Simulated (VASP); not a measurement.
Output of a VASP run:

**OSZICAR**
```
       N       E                     dE             d eps       ncg     rms          rms(c)
DAV:   1     0.135208554707E+03    0.13521E+03   -0.10112E+04   320   0.110E+03
DAV:   2    -0.435852337246E+01   -0.13957E+03   -0.13401E+03   408   0.224E+02
DAV:   3    -0.128634346684E+02   -0.85049E+01   -0.84992E+01   464   0.604E+01
DAV:   4    -0.130742566359E+02   -0.21082E+00   -0.21078E+00   544   0.780E+00
DAV:   5    -0.130776942869E+02   -0.34377E-02   -0.34376E-02   472   0.788E-01    0.123E+01
DAV:   6    -0.127710462952E+02    0.30665E+00   -0.82128E-01   432   0.514E+00    0.807E+00
DAV:   7    -0.127799968027E+02   -0.89505E-02   -0.44769E-01   480   0.410E+00    0.210E+00
DAV:   8    -0.127859269834E+02   -0.59302E-02   -0.60733E-02   368   0.146E+00    0.314E-01
DAV:   9    -0.127874972884E+02   -0.15703E-02   -0.28079E-03   472   0.321E-01    0.115E-01
DAV:  10    -0.127887947095E+02   -0.12974E-02   -0.11042E-03   376   0.216E-01    0.313E-02
DAV:  11    -0.127888785560E+02   -0.83846E-04   -0.92198E-05   464   0.563E-02    0.369E-02
DAV:  12    -0.127888905296E+02   -0.11974E-04   -0.15269E-05   360   0.221E-02    0.987E-03
DAV:  13    -0.127888931052E+02   -0.25756E-05   -0.64251E-06   456   0.136E-02    0.329E-03
DAV:  14    -0.127888930074E+02    0.97743E-07   -0.35517E-07   376   0.410E-03    0.257E-03
DAV:  15    -0.127888930049E+02    0.25361E-08   -0.18323E-08   448   0.892E-04
   1 F= -.12788893E+02 E0= -.12788893E+02  d E =-.127889E+02
```

File OUTCAR:
```
------------------------ aborting loop because EDIFF is reached ----------------------------------------
  FORCE on cell =-STRESS in cart. coord.  units (eV):
  Direction    XX          YY          ZZ          XY          YZ          ZX
  --------------------------------------------------------------------------------------
  Total        0.0461380      0.0461380      0.0461380     -0.0000000     -0.0000000      0.0000000
  in kB        0.8477500      0.8477500      0.8477500     -0.0000000     -0.0000000      0.0000000
  external PRESSURE =       0.8477500 kB  Pullay stress =       0.0000000 kB
  volume of cell :       87.20
      direct lattice vectors                 reciprocal lattice vectors
     0.000000000  3.519576573  3.519576573    -0.142062543  0.142062543  0.142062543
     3.519576573  0.000000000  3.519576573     0.142062543 -0.142062543  0.142062543
     3.519576573  3.519576573  0.000000000     0.142062543  0.142062543 -0.142062543
 POSITION                                       TOTAL-FORCE (eV/Angst)
 -----------------------------------------------------------------------------------
      0.00000      0.00000      0.00000        -0.000000     -0.000000     -0.000000
      1.75979      1.75979      1.75979        -0.000000     -0.000000     -0.000000
      5.27936      5.27936      5.27936         0.000000      0.000000      0.000000
 -----------------------------------------------------------------------------------
    total drift:                                0.000000     -0.000000      0.000000
  FREE ENERGIE OF THE ION-ELECTRON SYSTEM (eV)
  ---------------------------------------------------
  free  energy   TOTEN  =       -12.7888930049 eV

  energy  without entropy=      -12.7888930049  energy(sigma->0) =      -12.78889300

 reached required accuracy - stopping structural energy minimisation
```
(Selected blocks of OUTCAR.)

POSCAR:
```
SrCl2
1
    0.0000000000     3.5195765731     3.5195765731
    3.5195765731     0.0000000000     3.5195765731
    3.5195765731     3.5195765731     0.0000000000
Sr Cl
1 2
Direct
  0.0000000000   0.0000000000   0.0000000000
  0.2500000000   0.2500000000   0.2500000000
  0.7500000000   0.7500000000   0.7500000000
```

Write an INCAR and KPOINTS that could have produced this output.

This is not unique; one that fits is the input of the run itself, PBE GGA, plane waves, VASP's PBE PAW potentials (set 64).

File KPOINTS:
```
kpoints
0
Gamma
  5 5 5
0 0 0
```

**INCAR**
```
NELM = 100   ! most electronic steps
ALGO = Normal   ! blocked Davidson
LMAXMIX = 4   ! l cut-off of mixed one-centre charges
SIGMA = 0.05
EDIFF = 1E-8
LASPH = T
ISIF = 2
LREAL = F
GGA = PE   ! PBE
IBRION = 1   ! quasi-Newton
SYSTEM = SrCl2
LCHARG = F
EDIFFG = -0.001   ! ionic stop
ISMEAR = 0   ! Gaussian
ENCUT = 400   ! plane-wave cut-off (eV)
NSW = 30   ! most ionic steps
LWAVE = F
PREC = Accurate
```

POTCAR, in this order: Sr_sv Cl (PBE.64 set). Program: vasp_std.

The compound is SrCl2 in the fluorite structure. It was relaxed first. The start is the result of an earlier pass.
